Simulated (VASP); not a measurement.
# Lanthanum with r2SCAN: from relaxation to properties, part 3 of 5

Aim: relax Lanthanum with r2SCAN, compute its properties on that cell and hold them against experiment. The start is a cell from a database of measured crystal structures.

VASP 6.6.1; r2SCAN; plane waves and PAW (La).

Still holding for the runs below: The k-mesh is coarse for a metal.

So far. Step 3 (Single point with fields (r2SCAN)): In this run the pressure is 0.00 GPa, small enough to go on; single stress components reach 0.03 GPa. Step 4 (Band structure (r2SCAN)): There is no gap at this level.

## Step 5: Total and projected DOS (r2SCAN)

A density of states needs more k-points than a total energy, and tetrahedra (ISMEAR = -5) or a smearing that fits the mesh; LORBIT projects the states on the PAW spheres. The mesh is finer than in the run before.

Input file INCAR:

```
SYSTEM = La
PREC = Accurate
ENCUT = 400
EDIFF = 1E-06
NELM = 100
ISMEAR = -5
SIGMA = 0.2
LREAL = .FALSE.
ALGO = Normal
METAGGA = R2SCAN
LASPH = .TRUE.
NBANDS = 36
LORBIT = 11
LWAVE = .FALSE.
LCHARG = .FALSE.
KPAR = 4
NEDOS = 2001
```

Input file POSCAR:

```
La
1.0
    3.7570110551      0.0000000000      0.0000000000
   -1.8785055275      3.2536670160      0.0000000000
    0.0000000000      0.0000000000     12.1302474925
La
4
Direct
    0.0000000000      0.0000000000      0.0000000000
    0.0000000000      0.0000000000      0.5000000000
    0.3333333333      0.6666666667      0.7500000000
    0.6666666667      0.3333333333      0.2500000000
```

Input file KPOINTS:

```
Automatic mesh
0
Gamma
10 10 3
0 0 0
```

Potentials, in the order of the species: La (PBE family, release 64).

On the command line:

```sh
$ mpirun -np 4 vasp_std
```

The program printed:

```text
[... set-up lines as in an earlier step ...]
 entering main loop
       N       E                     dE             d eps       ncg     rms          rms(c)
DAV:   1     0.453165912817E+03    0.45317E+03   -0.12438E+04  2016   0.138E+03
DAV:   2    -0.171770636497E+02   -0.47034E+03   -0.45571E+03  2736   0.341E+02
DAV:   3    -0.119245654788E+03   -0.10207E+03   -0.98753E+02  3192   0.182E+02
DAV:   4    -0.130790649715E+03   -0.11545E+02   -0.11125E+02  3872   0.673E+01
DAV:   5    -0.132620543747E+03   -0.18299E+01   -0.17906E+01  4024   0.283E+01    0.599E+00
DAV:   6    -0.118907964186E+03    0.13713E+02   -0.44023E+00  3768   0.149E+01    0.295E+00
DAV:   7    -0.118954916940E+03   -0.46953E-01   -0.48861E-01  4032   0.481E+00    0.124E+00
DAV:   8    -0.118964525031E+03   -0.96081E-02   -0.75383E-02  3904   0.207E+00    0.231E-01
DAV:   9    -0.118965869361E+03   -0.13443E-02   -0.11936E-02  4000   0.828E-01    0.827E-02
DAV:  10    -0.118966326418E+03   -0.45706E-03   -0.25961E-03  4028   0.418E-01    0.209E-02
DAV:  11    -0.118966402106E+03   -0.75688E-04   -0.62723E-04  4032   0.174E-01    0.124E-02
DAV:  12    -0.118966424200E+03   -0.22094E-04   -0.17216E-04  4020   0.922E-02    0.633E-03
DAV:  13    -0.118966429787E+03   -0.55871E-05   -0.48814E-05  3608   0.456E-02    0.282E-03
DAV:  14    -0.118966431321E+03   -0.15342E-05   -0.14298E-05  2780   0.258E-02    0.112E-03
DAV:  15    -0.118966432335E+03   -0.10134E-05   -0.43280E-06  2720   0.152E-02    0.700E-04
DAV:  16    -0.118966432852E+03   -0.51697E-06   -0.13837E-06  2472   0.104E-02
   1 F= -.11896643E+03 E0= -.11896643E+03  d E =0.000000E+00
 -----------------------------------------------------------------------------
|                                                                             |
|           W    W    AA    RRRRR   N    N  II  N    N   GGGG   !!!           |
|           W    W   A  A   R    R  NN   N  II  NN   N  G    G  !!!           |
|           W    W  A    A  R    R  N N  N  II  N N  N  G       !!!           |
|           W WW W  AAAAAA  RRRRR   N  N N  II  N  N N  G  GGG   !            |
|           WW  WW  A    A  R   R   N   NN  II  N   NN  G    G                |
|           W    W  A    A  R    R  N    N  II  N    N   GGGG   !!!           |
|                                                                             |
|     Tetrahedron method does not include variations of the Fermi             |
|     occupations, so forces and stress will be inaccurate. We suggest        |
|     using a different smearing scheme ISMEAR = 1 or 2 for metals in         |
|     relaxations.                                                            |
|                                                                             |
 -----------------------------------------------------------------------------
```

It took 1.7 min on 4 MPI ranks of Intel Xeon Platinum 8488C (Sapphire Rapids), shared host; peak memory 1.1 GiB.

Parts of OUTCAR (step 5):

```text
   k-points           NKPTS =     28   k-points in BZ     NKDIM =     28   number of bands    NBANDS=     36

   NELECT =      44.0000    total number of electrons

 E-fermi :   8.0411

 k-point     1 :       0.0000    0.0000    0.0000
  band No.  band energies     occupation
    ...
     16      -8.5767      2.00000
     17       4.6741      2.00000
     18       6.0510      2.00000
     19       6.0762      2.00000
     20       6.1788      2.00000
     21       8.5130      0.00000
     22       8.6743      0.00000
     23       9.3924      0.00000
     24       9.3924      0.00000
     25       9.4723      0.00000
    ...

  Total        0.6088946      0.6088946     -0.2980355      0.0000000      0.0000000     -0.0000000
  in kB        6.5791144      6.5791144     -3.2202775      0.0000000      0.0000000     -0.0000000
  external PRESSURE =       3.3126505 kB  Pullay stress =       0.0000000 kB

 POSITION                                       TOTAL-FORCE (eV/Angst)
 -----------------------------------------------------------------------------------
      0.00000      0.00000      0.00000        -0.000000      0.000000     -0.000000
      0.00000      0.00000      6.06512        -0.000000      0.000000     -0.000000
     -0.00000      2.16911      9.09769         0.000000      0.000000      0.000000
      1.87851      1.08456      3.03256        -0.000000      0.000000      0.000000
 -----------------------------------------------------------------------------------
    total drift:                                0.000000      0.000000      0.000000

  FREE ENERGIE OF THE ION-ELECTRON SYSTEM (eV)
  ---------------------------------------------------
  free  energy   TOTEN  =      -118.9664328517 eV

  energy  without entropy=     -118.9664328517  energy(sigma->0) =     -118.96643285

[... 7 parts as in an earlier step ...]

[... 9 further parts left out ...]
```

With tetrahedra the forces and stress of a metal are not exact derivatives of the energy.

This step gave:

```yaml
irreducible_k_points: 28
free_energy_toten: -118.9664 eV
fermi_energy: 8.041 eV
pressure: 0.3313 GPa
dos_at_the_fermi_level_one_point_of_the_energy_grid: 8.871 states/eV/cell
```

The density of states has structure finer than the step of the table below, so its rows give means over 0.25 eV, whole bins alone (the curve runs from -12.0 to 1.02 eV). Peaks (eV: height): total -1.221: 9.43, -0.798: 8.27, -0.435: 7.28, 0.109: 9.24, 0.835: 10.2; La d -1.221: 2.80, -0.798: 2.80, -0.435: 2.57, 0.109: 3.03, 0.835: 3.07; La f 0.109: 0.872, 0.835: 1.88.

States under -12.0 eV and over 1.0 eV are left out. Density of states against energy, zero at the Fermi level; means over each step; values in states/eV/cell:

| energy (eV) | total | La d | La f |
| --- | --- | --- | --- |
| -3.50 | 1.6e-4 | 0 | 0 |
| -3.25 | 0.0522 | 0 | 0 |
| -3.00 | 0.268 | 4.3e-4 | 0 |
| -2.75 | 0.303 | 0.00231 | 0 |
| -2.50 | 0.429 | 0.00640 | 0 |
| -2.25 | 0.630 | 0.0211 | 4.1e-4 |
| -2.00 | 1.23 | 0.166 | 0.00385 |
| -1.75 | 4.57 | 1.08 | 0.0312 |
| -1.50 | 6.45 | 1.72 | 0.0679 |
| -1.25 | 7.80 | 2.26 | 0.134 |
| -1.00 | 6.40 | 2.03 | 0.141 |
| -0.75 | 6.84 | 2.36 | 0.192 |
| -0.50 | 5.96 | 2.12 | 0.239 |
| -0.25 | 4.70 | 1.61 | 0.256 |
| 0.00 | 6.54 | 2.16 | 0.516 |
| 0.25 | 6.32 | 2.08 | 0.693 |
| 0.50 | 5.96 | 1.94 | 0.825 |
| 0.75 | 7.97 | 2.45 | 1.43 |

The finer mesh and the other smearing move the Fermi level by +0.08 eV from the 7×7×2 run, one measure of the sampling error in the zero of the bands above. Of the states within 0.3 eV of the Fermi level, the largest shares in the PAW spheres are La d 33 % and La f 9 %. The rest lies in smaller channels or between the spheres.

## Step 6: Volume scan with r2SCAN

An equation of state needs energies on both sides of the minimum, all on one mesh and cutoff.

Input file INCAR:

```
SYSTEM = La
PREC = Accurate
ENCUT = 400
EDIFF = 1E-06
NELM = 100
ISMEAR = 1
SIGMA = 0.2
LREAL = .FALSE.
ALGO = Normal
METAGGA = R2SCAN
LASPH = .TRUE.
NBANDS = 28
LORBIT = 11
LWAVE = .FALSE.
LCHARG = .FALSE.
KPAR = 4
ISIF = 2
```

Input file POSCAR:

```
La
1.0
    3.6803158399      0.0000000000      0.0000000000
   -1.8401579199      3.1872470113      0.0000000000
    0.0000000000      0.0000000000     11.8826219389
La
4
Direct
    0.0000000000      0.0000000000      0.0000000000
    0.0000000000      0.0000000000      0.5000000000
    0.3333333333      0.6666666667      0.7500000000
    0.6666666667      0.3333333333      0.2500000000
```

Input file KPOINTS:

```
Automatic mesh
0
Gamma
7 7 2
0 0 0
```

On the command line:

```sh
$ mpirun -np 4 vasp_std
```

The program printed:

```text
[... set-up lines as in an earlier step ...]
 entering main loop
       N       E                     dE             d eps       ncg     rms          rms(c)
DAV:   1     0.450160294434E+03    0.45016E+03   -0.13041E+04   896   0.181E+03
DAV:   2    -0.713873017067E+01   -0.45730E+03   -0.44993E+03  1320   0.438E+02
DAV:   3    -0.117028483767E+03   -0.10989E+03   -0.10821E+03  1572   0.258E+02
DAV:   4    -0.130852832513E+03   -0.13824E+02   -0.13556E+02  1664   0.922E+01
DAV:   5    -0.132869359123E+03   -0.20165E+01   -0.19636E+01  1768   0.329E+01    0.617E+00
DAV:   6    -0.118927233704E+03    0.13942E+02   -0.44053E+00  1560   0.148E+01    0.305E+00
DAV:   7    -0.118956471146E+03   -0.29237E-01   -0.42455E-01  1784   0.577E+00    0.142E+00
DAV:   8    -0.118960183516E+03   -0.37124E-02   -0.71593E-02  1576   0.181E+00    0.382E-01
DAV:   9    -0.118960478143E+03   -0.29463E-03   -0.60844E-03  1760   0.667E-01    0.119E-01
DAV:  10    -0.118960768909E+03   -0.29077E-03   -0.78172E-04  1688   0.192E-01    0.190E-02
DAV:  11    -0.118960788282E+03   -0.19373E-04   -0.11550E-04  1712   0.809E-02    0.885E-03
DAV:  12    -0.118960783784E+03    0.44975E-05   -0.11762E-05  1392   0.254E-02    0.467E-03
DAV:  13    -0.118960780686E+03    0.30982E-05   -0.88967E-07   912   0.145E-02    0.119E-03
DAV:  14    -0.118960780015E+03    0.67094E-06   -0.35325E-07   832   0.108E-02
   1 F= -.11896078E+03 E0= -.11896172E+03  d E =0.282629E-02
```

Wall time 35 s (4 MPI ranks); peak memory 0.92 GiB; 2 min of CPU time.

Parts of OUTCAR (step 6):

```text
   ENCUT  =  400.0 eV  29.40 Ry    5.42 a.u.   6.00  6.00 19.38*2*pi/ulx,y,z

   NELECT =      44.0000    total number of electrons

 E-fermi :   8.5966

 k-point     1 :       0.0000    0.0000    0.0000
  band No.  band energies     occupation
    ...
     16      -7.7515      2.00000
     17       5.3689      2.00000
     18       6.7221      2.00000
     19       6.7780      2.00000
     20       6.7802      2.00000
     21       9.1855     -0.00025
     22       9.3560     -0.00000
     23      10.0258     -0.00000
     24      10.0340     -0.00000
     25      10.1240     -0.00000
    ...

  Total        1.4616603      1.4616603      1.4878675      0.0000000     -0.0000000      0.0000000
  in kB       16.8013413     16.8013413     17.1025849      0.0000000     -0.0000000      0.0000000
  external PRESSURE =      16.9017558 kB  Pullay stress =       0.0000000 kB

 POSITION                                       TOTAL-FORCE (eV/Angst)
 -----------------------------------------------------------------------------------
      0.00000      0.00000      0.00000        -0.000000      0.000000     -0.000000
      0.00000      0.00000      5.94131        -0.000000      0.000000     -0.000000
     -0.00000      2.12483      8.91197        -0.000000      0.000000      0.000000
      1.84016      1.06242      2.97066         0.000000      0.000000      0.000000
 -----------------------------------------------------------------------------------
    total drift:                               -0.000000      0.000000      0.000000

  FREE ENERGIE OF THE ION-ELECTRON SYSTEM (eV)
  ---------------------------------------------------
  free  energy   TOTEN  =      -118.9607800151 eV

  energy  without entropy=     -118.9636063069  energy(sigma->0) =     -118.96172211

[... 3 parts as in an earlier step ...]

[... 13 further parts left out ...]
```

The scan keeps the cell's shape and the fractional positions fixed.

Numbers from this step:

```
SCF cycles              : 14
bands                   : 28
irreducible k-points    : 16
free energy (TOTEN)     : -118.9608 eV
energy at zero smearing : -118.9617 eV
Fermi energy            : 8.597 eV
pressure                : 1.690 GPa
```

The pressure here is 1.69 GPa.

## Step 7: Volume scan with r2SCAN (run 2)

INCAR is that of step 6.

Input file POSCAR:

```
La
1.0
    3.7062344110      0.0000000000      0.0000000000
   -1.8531172054      3.2096931523      0.0000000000
    0.0000000000      0.0000000000     11.9663051322
La
4
Direct
    0.0000000000      0.0000000000      0.0000000000
    0.0000000000      0.0000000000      0.5000000000
    0.3333333333      0.6666666667      0.7500000000
    0.6666666667      0.3333333333      0.2500000000
```

KPOINTS is that of step 6.

On the command line:

```sh
$ mpirun -np 4 vasp_std
```

The program printed:

```text
[... set-up lines as in an earlier step ...]
 entering main loop
       N       E                     dE             d eps       ncg     rms          rms(c)
DAV:   1     0.439082430473E+03    0.43908E+03   -0.13016E+04   936   0.179E+03
DAV:   2    -0.158803593757E+02   -0.45496E+03   -0.44764E+03  1360   0.433E+02
DAV:   3    -0.118316191794E+03   -0.10244E+03   -0.10076E+03  1576   0.247E+02
DAV:   4    -0.130892705906E+03   -0.12577E+02   -0.12276E+02  1672   0.851E+01
DAV:   5    -0.132859971054E+03   -0.19673E+01   -0.18879E+01  1768   0.326E+01    0.600E+00
DAV:   6    -0.118947212213E+03    0.13913E+02   -0.44342E+00  1536   0.148E+01    0.300E+00
DAV:   7    -0.118980898418E+03   -0.33686E-01   -0.45105E-01  1752   0.574E+00    0.141E+00
DAV:   8    -0.118986118657E+03   -0.52202E-02   -0.82546E-02  1624   0.196E+00    0.342E-01
DAV:   9    -0.118986237030E+03   -0.11837E-03   -0.82240E-03  1752   0.796E-01    0.161E-01
DAV:  10    -0.118986521426E+03   -0.28440E-03   -0.11765E-03  1672   0.242E-01    0.355E-02
DAV:  11    -0.118986564350E+03   -0.42925E-04   -0.14587E-04  1712   0.950E-02    0.139E-02
DAV:  12    -0.118986569040E+03   -0.46896E-05   -0.66719E-05  1656   0.485E-02    0.654E-03
DAV:  13    -0.118986565684E+03    0.33560E-05   -0.41604E-06  1216   0.184E-02    0.246E-03
DAV:  14    -0.118986564069E+03    0.16153E-05   -0.50602E-07   848   0.999E-03    0.948E-04
DAV:  15    -0.118986563463E+03    0.60561E-06   -0.26736E-07   760   0.972E-03
   1 F= -.11898656E+03 E0= -.11898807E+03  d E =0.453351E-02
```

Wall time 41 s (4 MPI ranks); peak memory 0.91 GiB; 2.4 min of CPU time.

OUTCAR, selected parts (step 7):

```text
   ENCUT  =  400.0 eV  29.40 Ry    5.42 a.u.   6.04  6.04 19.51*2*pi/ulx,y,z

   NELECT =      44.0000    total number of electrons

 E-fermi :   8.3772

 k-point     1 :       0.0000    0.0000    0.0000
  band No.  band energies     occupation
    ...
     16      -8.0374      2.00000
     17       5.1257      2.00000
     18       6.5299      2.00000
     19       6.5327      2.00000
     20       6.5348      2.00000
     21       8.9529     -0.00036
     22       9.1176     -0.00000
     23       9.8072     -0.00000
     24       9.8176     -0.00000
     25       9.9023     -0.00000
    ...

  Total        0.9506317      0.9506317      0.9713658      0.0000000     -0.0000000      0.0000000
  in kB       10.6995717     10.6995717     10.9329387      0.0000000     -0.0000000      0.0000000
  external PRESSURE =      10.7773607 kB  Pullay stress =       0.0000000 kB

 POSITION                                       TOTAL-FORCE (eV/Angst)
 -----------------------------------------------------------------------------------
      0.00000      0.00000      0.00000         0.000000     -0.000000      0.000000
      0.00000      0.00000      5.98315         0.000000     -0.000000      0.000000
     -0.00000      2.13980      8.97473        -0.000000     -0.000000      0.000000
      1.85312      1.06990      2.99158         0.000000      0.000000     -0.000000
 -----------------------------------------------------------------------------------
    total drift:                                0.000000      0.000000      0.000000

  FREE ENERGIE OF THE ION-ELECTRON SYSTEM (eV)
  ---------------------------------------------------
  free  energy   TOTEN  =      -118.9865634631 eV

  energy  without entropy=     -118.9910969780  energy(sigma->0) =     -118.98807463

[... 4 parts as in an earlier step ...]

[... 12 further parts left out ...]
```

Numbers from this step:

* SCF cycles: 15
* free energy (TOTEN): -118.9866 eV
* energy at zero smearing: -118.9881 eV
* Fermi energy: 8.377 eV
* pressure: 1.078 GPa

The pressure falls from 1.69 to 1.08 GPa.

The run ends at a pressure of 1.08 GPa.

## Step 8: Volume scan with r2SCAN (run 3)

INCAR is that of step 7.

Input file POSCAR:

```
La
1.0
    3.7317954560      0.0000000000      0.0000000000
   -1.8658977280      3.2318296666      0.0000000000
    0.0000000000      0.0000000000     12.0488339825
La
4
Direct
    0.0000000000      0.0000000000      0.0000000000
    0.0000000000      0.0000000000      0.5000000000
    0.3333333333      0.6666666667      0.7500000000
    0.6666666667      0.3333333333      0.2500000000
```

KPOINTS is that of step 7.

On the command line:

```sh
$ mpirun -np 4 vasp_std
```

The program printed:

```text
[... set-up lines as in an earlier step ...]
 entering main loop
       N       E                     dE             d eps       ncg     rms          rms(c)
DAV:   1     0.441179784966E+03    0.44118E+03   -0.12808E+04   904   0.175E+03
DAV:   2    -0.101856539844E+02   -0.45137E+03   -0.44392E+03  1312   0.435E+02
DAV:   3    -0.117203287493E+03   -0.10702E+03   -0.10529E+03  1544   0.256E+02
DAV:   4    -0.130732933382E+03   -0.13530E+02   -0.13218E+02  1680   0.886E+01
[...]
DAV:  12    -0.119001500580E+03    0.37461E-05   -0.21226E-05  1416   0.316E-02    0.523E-03
DAV:  13    -0.119001496013E+03    0.45669E-05   -0.17263E-06  1016   0.180E-02    0.117E-03
DAV:  14    -0.119001495969E+03    0.43648E-07   -0.47430E-07   856   0.138E-02
   1 F= -.11900150E+03 E0= -.11900358E+03  d E =0.624807E-02
```

The job ended after 36 s (4 MPI ranks; peak memory 0.93 GiB).

OUTCAR, selected parts (step 8):

```text
  Total        0.4621987      0.4621987      0.4835579      0.0000000     -0.0000000      0.0000000
  in kB        5.0959832      5.0959832      5.3314795      0.0000000     -0.0000000      0.0000000
  external PRESSURE =       5.1744820 kB  Pullay stress =       0.0000000 kB

 POSITION                                       TOTAL-FORCE (eV/Angst)
 -----------------------------------------------------------------------------------
      0.00000      0.00000      0.00000         0.000000      0.000000     -0.000000
      0.00000      0.00000      6.02442        -0.000000      0.000000     -0.000000
     -0.00000      2.15455      9.03663        -0.000000      0.000000      0.000000
      1.86590      1.07728      3.01221         0.000000     -0.000000      0.000000
 -----------------------------------------------------------------------------------
    total drift:                               -0.000000      0.000000      0.000000

  FREE ENERGIE OF THE ION-ELECTRON SYSTEM (eV)
  ---------------------------------------------------
  free  energy   TOTEN  =      -119.0014959694 eV

  energy  without entropy=     -119.0077440407  energy(sigma->0) =     -119.00357866

[... 1 part as in an earlier step ...]

[... 2 further parts left out ...]
[key lines of the parts left out:]
E-fermi :   8.1666
```

The pressure falls from 1.08 to 0.52 GPa.

The run ends at a pressure of 0.52 GPa.

[end of part 3 of 5]

[Lines on the potential files, build, host, timing and source positions are cut from VASP's logs without a mark.]

[Logs are printed without paths, hosts, clocks, repeated set-up lines and the standing remarks that a program may print on its own settings, such as how far it seeks lower states.]

[Hosts, paths, dates, database ids (printed as entryN), source tags and the programs' standing remarks are cut or masked in the printed files.]

[A measured line is paired with the nearest computed mode of its activity, which favours agreement.]

[In band tables of VASP the shares of atoms and orbitals are scaled to a sum of 1 inside the atoms' spheres.]
